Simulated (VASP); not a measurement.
# Ti2Ge5Ru in VASP: further runs, part 3 of 3

VASP 6.6.1.

## 4. Relaxation of cell and atoms, PBE

This run uses another cell than the first one, of 20.46 Å³/atom, 1.241 times its volume.

File INCAR:

```
ALGO = Fast ; EDIFF = 1E-4
EDIFFG = -0.08 ; ENCUT = 520
GGA = PE ; IBRION = 2
ISIF = 3 ; ISMEAR = 0
LASPH = True ; LCHARG = False
LREAL = False ; LWAVE = False
NELM = 60 ; NSW = 24
PREC = Normal ; SIGMA = 0.15
```

File KPOINTS:

```
k-points
0
Gamma
  4 4 4
```

File POSCAR:

```
Ti2Ge5Ru
1.0
   -2.9559095200      2.9559095200      4.6826659400
    2.9559095200     -2.9559095200      4.6826659400
    2.9559095200      2.9559095200     -4.6826659400
Ti Ge Ru
2 5 1
Direct
    0.5000000000      0.0000000000      0.5000000000
    0.0000000000      0.5000000000      0.5000000000
    0.7489716700      0.7489716700      0.0000000000
    0.2510283300      0.2510283300      0.0000000000
    0.7500000000      0.2500000000      0.5000000000
    0.2500000000      0.7500000000      0.5000000000
    0.5000000000      0.5000000000      0.0000000000
    0.0000000000      0.0000000000      0.0000000000
```

Potentials or basis: VASP PAW PBE potentials, release 64 (Ti_sv, Ge_d, Ru_pv).

Run with:

```console
cat potpaw_PBE.64/Ti_sv/POTCAR potpaw_PBE.64/Ge_d/POTCAR potpaw_PBE.64/Ru_pv/POTCAR > POTCAR
mpirun -np 1 vasp_std > vasp.out
```

OUTCAR:

```text
EDIFF = 1E-4
   EDIFFG = -0.08
   ENCUT = 520
   GGA = PE
   IBRION = 2
   ISIF = 3
   ISMEAR = 0
   LASPH = True
   LREAL = False
   NELM = 60
   NSW = 24
   PREC = Normal

 ion  position               nearest neighbor table
   1  0.500  0.000  0.500-   5 2.34   6 2.34   8 2.96   8 2.96
   2  0.000  0.500  0.500-   5 2.34   6 2.34   8 2.96   8 2.96
   3  0.749  0.749  0.000-   7 2.33   8 2.35
   4  0.251  0.251  0.000-   7 2.33   8 2.35
   5  0.750  0.250  0.500-   1 2.34   2 2.34
   6  0.250  0.750  0.500-   1 2.34   2 2.34
   7  0.500  0.500  0.000-   3 2.33   4 2.33
   8  0.000  0.000  0.000-   3 2.35   4 2.35   1 2.96   2 2.96   2 2.96   1 2.96

  LATTYP: Found a body centered tetragonal cell.
 ALAT       =     5.9118190400
 C/A-ratio  =     1.5841709323

  Lattice vectors:

 A1 = (  -2.9559095200,   2.9559095200,   4.6826659400)
 A2 = (   2.9559095200,  -2.9559095200,   4.6826659400)
[... 303 lines left out ...]
[... ionic steps 4 to 13 ...]

--------------------------------------- Ionic step       14  -------------------------------------------

 number of electron     108.0000094 magnetization

------------------------ aborting loop because EDIFF is reached ----------------------------------------
[... 79 lines left out ...]
--------------------------------------- Ionic step       16  -------------------------------------------

 number of electron     108.0000069 magnetization

 Free energy of the ion-electron system (eV)
  ---------------------------------------------------
  ext. energy  EPLUGINS =         0.00000000
  ---------------------------------------------------
  free energy    TOTEN  =       -45.79277902 eV

  energy without entropy =      -45.70121512  energy(sigma->0) =      -45.74699707

 E-fermi :   6.9075     XC(G=0): -11.2790

 val. band max:        6.8942547786   @ k =   0.5000   0.0000  -0.0000
 cond. band min:       6.9249972390   @ k =   0.2500   0.2500  -0.0000
 fundamental gap:      0.0307424604
 Fermi energy:         6.9075326778

 k-point     1 :       0.0000    0.0000    0.0000
  band No.  band energies     occupation
      1     -50.3332      2.00000
      2     -50.3300      2.00000
      3     -35.0470      2.00000
      4     -35.0334      2.00000
      5     -35.0334      2.00000
      6     -26.6320      2.00000
[... 895 lines left out ...]
  FREE ENERGIE OF THE ION-ELECTRON SYSTEM (eV)
  ---------------------------------------------------
  free  energy   TOTEN  =       -45.7927790199 eV

  energy  without entropy=      -45.7012151188  energy(sigma->0) =      -45.74699707

 reached required accuracy - stopping structural energy minimisation
```

OSZICAR:

```text
N       E                     dE             d eps       ncg     rms          rms(c)
DAV:   1     0.155005905061E+04    0.15501E+04   -0.49739E+04  2080   0.409E+03
DAV:   2     0.264690792050E+03   -0.12854E+04   -0.12541E+04  1664   0.118E+03
DAV:   3    -0.694062680096E+01   -0.27163E+03   -0.26102E+03  1792   0.296E+02
[... 250 lines left out ...]
RMM:   6    -0.457921873009E+02   -0.71940E-04   -0.40665E-03  1956   0.282E-01    0.517E-02
RMM:   7    -0.457924425955E+02   -0.25529E-03   -0.30718E-03  1633   0.181E-01    0.300E-02
RMM:   8    -0.457925697870E+02   -0.12719E-03   -0.15860E-03  1505   0.132E-01    0.130E-02
RMM:   9    -0.457927071775E+02   -0.13739E-03   -0.15207E-03  1376   0.970E-02    0.123E-02
RMM:  10    -0.457927790199E+02   -0.71842E-04   -0.84273E-04  1355   0.830E-02
  16 F= -.45792779E+02 E0= -.45746997E+02  d E =-.608053E-02
```

CONTCAR:

```text
Ti2Ge5Ru
   1.00000000000000
    -2.6157355258068509    2.6157355258068509    5.4623946572805764
     2.6157355258068509   -2.6157355258068509    5.4623946572805764
     2.6157355258068509    2.6157355258068509   -5.4623946572805764
  Ti              Ge              Ru
     2     5     1
Direct
     0.5000000000000000    0.0000000000000000    0.5000000000000000
     0.0000000000000000    0.5000000000000000    0.5000000000000000
     0.7714668198686188    0.7714668198686188    0.0000000000000000
     0.2285331801313810    0.2285331801313810    0.0000000000000000
     0.7500000000000000    0.2500000000000000    0.5000000000000000
     0.2500000000000000    0.7500000000000000    0.5000000000000000
     0.5000000000000000    0.5000000000000000    0.0000000000000000
     0.0000000000000000    0.0000000000000000    0.0000000000000000

  0.00000000E+00  0.00000000E+00  0.00000000E+00
  0.00000000E+00  0.00000000E+00  0.00000000E+00
  0.00000000E+00  0.00000000E+00  0.00000000E+00
  0.00000000E+00  0.00000000E+00  0.00000000E+00
  0.00000000E+00  0.00000000E+00  0.00000000E+00
  0.00000000E+00  0.00000000E+00  0.00000000E+00
  0.00000000E+00  0.00000000E+00  0.00000000E+00
  0.00000000E+00  0.00000000E+00  0.00000000E+00
```

Run time: 27 min. Hardware: 1 thread of Intel Xeon Platinum 8259CL at 2.50GHz (Skylake/Cascade Lake), shared host; peak memory 0.29 GiB.

What came out:

```yaml
Free_energy: -45.7928 eV
Relaxed_volume: 18.69 Å³/atom
Relaxed_cell: a = 6.597 Å, b = 6.597 Å, c = 6.597 Å, α = 133.28°, β = 133.28°, γ = 68.21°
Space_group_after_relaxing_to_0.05_Å: I4/mmm (No. 139)
Energy_gained_by_relaxing: 381.2 meV/atom
Ionic_steps: 16
Pressure_after_relaxing: -0.2 GPa
Largest_force_after_relaxing: 0.076 eV/Å
Band_gap_on_the_k_mesh: none (metal or under the smearing width)
```

Forces in eV/Å, atoms in the order of the input:
```
Ti   0.000  0.000  0.000
Ti   0.000  0.000  0.000
Ge   0.000  0.000  0.076
Ge   0.000  0.000 -0.076
Ge   0.000  0.000  0.000
Ge   0.000  0.000  0.000
Ge   0.000  0.000  0.000
Ru   0.000  0.000  0.000
```

The path:
| step | energy change (eV) | largest force (eV/Å) | pressure (GPa) | volume (Å³) |
| --- | --- | --- | --- | --- |
| 1 | 0.0000 | 1.0622 | 1.95 | 163.66 |
| 2 | -2.2908 | 0.8390 | -8.25 | 166.72 |
| 3 | -2.2706 | 0.8514 | -8.53 | 166.67 |
| 4 | -2.8896 | 0.5708 | 3.17 | 142.74 |
| 5 | -2.9444 | 0.6237 | 0.13 | 147.11 |
| 6 | -2.9441 | 0.5985 | 0.47 | 146.74 |
| 7 | -2.9784 | 0.4745 | 0.81 | 146.91 |
| 8 | -3.0282 | 0.0189 | 1.07 | 147.42 |
| 9 | -3.0418 | 0.0579 | -0.91 | 150.94 |
| 10 | -3.0432 | 0.0574 | -0.89 | 150.17 |
| 11 | -3.0429 | 0.0641 | -0.43 | 149.70 |
| 12 | -3.0432 | 0.0431 | -0.41 | 149.85 |
| 13 | -3.0434 | 0.0416 | -0.99 | 150.01 |
| 14 | -3.0433 | 0.0522 | -0.04 | 149.90 |
| 15 | -3.0434 | 0.0455 | -0.31 | 149.95 |
| 16 | -3.0495 | 0.0762 | -0.16 | 149.50 |

Final structure:
```
Ti Ge Ru
1.0
    -2.61574    2.61574    5.46239
     2.61574   -2.61574    5.46239
     2.61574    2.61574   -5.46239
Ti Ge Ru
2 5 1
Direct
  0.50000 0.00000 0.50000
  0.00000 0.50000 0.50000
  0.77147 0.77147 0.00000
  0.22853 0.22853 0.00000
  0.75000 0.25000 0.50000
  0.25000 0.75000 0.50000
  0.50000 0.50000 0.00000
  0.00000 0.00000 0.00000
```

Levels at points of the mesh, in eV from the Fermi level:
| k point | band 52 | band 53 | band 54 | band 55 | band 56 | band 57 |
| --- | --- | --- | --- | --- | --- | --- |
| (0.00, 0.00, 0.00) | -1.29 | -1.29 | -1.19 | -1.19 | 0.82 | 0.82 |
| (0.50, 0.00, 0.00) | -0.45 | -0.18 | -0.01 | 0.15 | 0.44 | 0.74 |
| (0.50, 0.50, 0.00) | -0.06 | 0.04 | 0.14 | 0.24 | 0.27 | 0.97 |
| (0.50, 0.50, 0.50) | -0.93 | -0.35 | -0.21 | -0.21 | 0.06 | 1.10 |

Caveat: the k mesh is coarse (spacing up to 0.38 Å⁻¹), so the values aren't converged; the relaxation stopped at a loose force limit of 0.08 eV/Å, so its end isn't a converged minimum.

## 5. Summary

| k mesh | mesh quality | gap on the mesh (eV) | pressure (GPa) | relaxed volume (Å³/atom) | largest force (eV/Å) |
| --- | --- | --- | --- | --- | --- |
| 4 × 4 × 2 | coarse | none | 0.0 | 16.08 | 0.02 |
| 4 × 4 × 3 | not flagged | none | -0.1 | 18.01 | 0.05 |
| 4 × 4 × 4 | coarse | none | -0.2 | 18.69 | 0.08 |

Alike in all rows: task relaxation of cell and atoms; level PBE; potentials or basis VASP PAW PBE potentials, release 64 (Ti_sv, Ge_d, Ru_pv); no spin polarisation; cell relaxed; cutoff (eV) 520; smearing gaussian 0.15 eV.

Caveats: some runs use coarse meshes; the relaxation stopped at a loose force limit of 0.08 eV/Å, so its end isn't a converged minimum.

Absolute energies hang on the potentials; compare differences alone.
